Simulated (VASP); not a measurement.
Take Rb (bcc), against free atoms with fixed spin and no zero-point term, in VASP with PAW potentials, and its cohesive energy.

### Question
One run gives 0.76 eV/atom. Which level is it?
A) PBE
B) revPBE
C) LDA
D) PBEsol

### Answer
A, PBE.  The others give 0.91 (LDA), 0.83 (PBEsol), 0.66 (revPBE).

Only levels that ran to the end are used. Left out are those held back, those with too coarse a band path, GW runs whose mesh misses a band edge, hybrids' fits of cells that aren't cubic and levels without matching references; a question may draw on a part of the rest.

The compound is Rb in the bcc structure.
